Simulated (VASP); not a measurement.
Calculation: PBEsol GGA, VASP's PBE PAW potentials (set 64) (plane waves; VASP).

VASP ran on this input.

File POSCAR:
```
Dy
11.0136060
  0.1613159793  -0.2794074546   0.0000000000
  0.1613159793   0.2794074546   0.0000000000
  0.0000000000   0.0000000000   0.4999999842
Dy
2
direct
  0.3333330000   0.6666670000   0.2500000000
  0.6666670000   0.3333330000   0.7500000000
```

**KPOINTS**
```
Automatic mesh
0
Gamma
13 13 8
0 0 0
```

### INCAR
```
ALGO = Normal
EDIFF = 1E-7
ENCUT = 400
GGA = PS
ISIF = 2
ISMEAR = -5
LASPH = .TRUE.
LCHARG = .TRUE.
LMAXMIX = 6
LORBIT = 11
LREAL = .FALSE.
LWAVE = .FALSE.
NEDOS = 601
NELM = 100
PREC = Accurate
SYSTEM = Dy
```

POTCAR, in this order: Dy_3 (PBE.64 set). Program: vasp_std.

What VASP printed:

**OUTCAR**
```
 ion  position               nearest neighbor table
   1  0.333  0.667  0.250-   2 3.43   2 3.43   2 3.43   2 3.43   2 3.43   2 3.43
   2  0.667  0.333  0.750-   1 3.43   1 3.43   1 3.43   1 3.43   1 3.43   1 3.43
  LATTYP: Found a hexagonal cell.
 ALAT       =     3.5533411065
 C/A-ratio  =     1.5497535027
 Subroutine PRICEL returns:
 Original cell was already a primitive cell.
 Subroutine GETGRP returns: Found 24 space group operations
The static configuration has the point symmetry D_3d.
 The point group associated with its full space group is D_6h.
The dynamic configuration has the point symmetry D_3d.
 Subroutine INISYM returns: Found 24 space group operations
 Subroutine IBZKPT returns following result:
 Found    105 irreducible k-points:

 Following reciprocal coordinates:
            Coordinates               Weight
  0.000000  0.000000  0.000000      1.000000
  0.076923 -0.000000  0.000000      6.000000
  0.153846  0.000000  0.000000      6.000000
  0.230769 -0.000000  0.000000      6.000000
  0.307692  0.000000  0.000000      6.000000
  0.384615 -0.000000  0.000000      6.000000
  0.461538 -0.000000  0.000000      6.000000
...
```

**OSZICAR**
```
       N       E                     dE             d eps       ncg     rms          rms(c)
DAV:   1     0.432526745157E+02    0.43253E+02   -0.77793E+03  2738   0.104E+03
DAV:   2    -0.705524967782E+01   -0.50308E+02   -0.49209E+02  2765   0.280E+02
DAV:   3    -0.983394897020E+01   -0.27787E+01   -0.26041E+01  3827   0.364E+01
DAV:   4    -0.992593861639E+01   -0.91990E-01   -0.90987E-01  3491   0.765E+00
DAV:   5    -0.992903051091E+01   -0.30919E-02   -0.30866E-02  3978   0.969E-01    0.248E+01
DAV:   6    -0.992310250716E+01    0.59280E-02   -0.24944E-02  4142   0.146E+00    0.148E+01
DAV:   7    -0.992901480315E+01   -0.59123E-02   -0.44413E-02  4120   0.196E+00    0.252E-01
DAV:   8    -0.992860289915E+01    0.41190E-03   -0.25433E-03  3460   0.419E-01    0.621E-02
DAV:   9    -0.992859965305E+01    0.32461E-05   -0.22226E-04  3396   0.138E-01    0.296E-02
DAV:  10    -0.992859572432E+01    0.39287E-05   -0.27946E-05  3482   0.438E-02    0.296E-02
DAV:  11    -0.992859549930E+01    0.22502E-06   -0.20969E-06  3245   0.129E-02    0.266E-03
DAV:  12    -0.992859563310E+01   -0.13380E-06   -0.35751E-07  2940   0.542E-03    0.316E-03
DAV:  13    -0.992859560397E+01    0.29133E-07   -0.40603E-08  1800   0.198E-03
   1 F= -.99285956E+01 E0= -.99285956E+01  d E =0.000000E+00
```

### OUTCAR
```
------------------------ aborting loop because EDIFF is reached ----------------------------------------
  FORCE on cell =-STRESS in cart. coord.  units (eV):
  Direction    XX          YY          ZZ          XY          YZ          ZX
  --------------------------------------------------------------------------------------
  Total       -0.0838335     -0.0838335      0.0933858      0.0000000     -0.0000000      0.0000000
  in kB       -2.2306128     -2.2306125      2.4847761      0.0000000     -0.0000000      0.0000000
  external PRESSURE =      -0.6588164 kB  Pullay stress =       0.0000000 kB
  volume of cell :       60.21
      direct lattice vectors                 reciprocal lattice vectors
     1.776670637 -3.077283618  0.000000000     0.281425262 -0.162480961  0.000000000
     1.776670637  3.077283618  0.000000000     0.281425262  0.162480961  0.000000000
     0.000000000  0.000000000  5.506802826     0.000000000  0.000000000  0.181593573
 POSITION                                       TOTAL-FORCE (eV/Angst)
 -----------------------------------------------------------------------------------
      1.77667      1.02576      1.37670         0.000000     -0.000000      0.000000
      1.77667     -1.02576      4.13010        -0.000000      0.000000      0.000000
 -----------------------------------------------------------------------------------
    total drift:                                0.000000      0.000097     -0.000011
  FREE ENERGIE OF THE ION-ELECTRON SYSTEM (eV)
  ---------------------------------------------------
  free  energy   TOTEN  =        -9.9285956040 eV

  energy  without entropy=       -9.9285956040  energy(sigma->0) =       -9.92859560

 total charge

# of ion       s       p       d       tot
------------------------------------------
    1        0.457   6.399   1.159   8.015
    2        0.457   6.399   1.159   8.015
--------------------------------------------------
tot          0.914  12.798   2.319  16.030
```
(Selected blocks of OUTCAR.)

OUTCAR:
```
 val. band max:        3.2755259989   @ k =   0.4615  -0.0000   0.5000

 cond. band min:       3.2485931638   @ k =   0.3846   0.2308   0.3750


 Fermi energy:         3.2459802287

 k-point     1 :       0.0000    0.0000    0.0000
  band No.  band energies     occupation
      1     -20.3331      2.00000
      2     -19.6524      2.00000
      3     -19.6524      2.00000
      4     -19.5159      2.00000
      5     -19.5159      2.00000
      6     -19.4512      2.00000
      7      -1.9730      2.00000
      8       0.9873      2.00000
      9       4.8043      0.00000
     10       5.0531      0.00000
     11       5.0531      0.00000
     12       5.5538      0.00000
     13       5.8270      0.00000

 k-point     2 :       0.0769   -0.0000    0.0000
  band No.  band energies     occupation
      1     -20.3180      2.00000
      2     -19.6826      2.00000
      3     -19.6630      2.00000
      4     -19.5482      2.00000
      5     -19.5194      2.00000
      6     -19.4589      2.00000
      7      -1.8234      2.00000
      8       1.1304      2.00000
      9       4.5921      0.00000
     10       4.6888      0.00000
     11       5.1949      0.00000
     12       5.6496      0.00000
     13       5.8335      0.00000

 k-point     3 :       0.1538    0.0000    0.0000
  band No.  band energies     occupation
      1     -20.2744      2.00000
      2     -19.7663      2.00000
      3     -19.6913      2.00000
      4     -19.6354      2.00000
      5     -19.5299      2.00000
      6     -19.4817      2.00000
      7      -1.3947      2.00000
      8       1.5171      2.00000
      9       4.0582      0.00000
     10       4.1129      0.00000
     11       5.2543      0.00000
     12       5.6146      0.00000
     13       5.7516      0.00000

 k-point     4 :       0.2308   -0.0000    0.0000
  band No.  band energies     occupation
      1     -20.2073      2.00000
      2     -19.8845      2.00000
      3     -19.7529      2.00000
...
```

The 4f electrons are frozen in the core of the lanthanide potential, so 4f levels, which can set the real gap, and their magnetism are missing. For a metal the tetrahedron method with Blöchl corrections gives inexact stress and forces.

The compound is Dy in the hcp structure. It was relaxed first.
